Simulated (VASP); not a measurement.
Data:

```xyz
2
Lattice="3.3067 0.0000 0.0000 0.0000 3.3067 0.0000 0.0000 0.0000 3.3067" Properties=species:S:1:pos:R:3 pbc="T T T"
Ga     0.0000     0.0000     0.0000
As     1.6533     1.6533     1.6533
```

Method: PBEsol GGA, VASP's PBE PAW potentials (set 64) (plane waves; VASP). Run with 400 eV cut-off, Gaussian smearing of 0.050 eV, potentials Ga_d As.

### Question
Predict the band gap (along the path) with the smallest direct gap where there is one.

### Answer

The band gap (along the path) comes out as none (metal, semimetal or under 0.01 eV).

Only differences to runs with the same potentials and settings are physical.

The structure was generated: GaAs was put into the CsCl type type (Pm-3m), which need not be its known phase. It was relaxed first, which changed the volume by +18 %. VASP warned that the highest band is occupied, so more bands are needed.
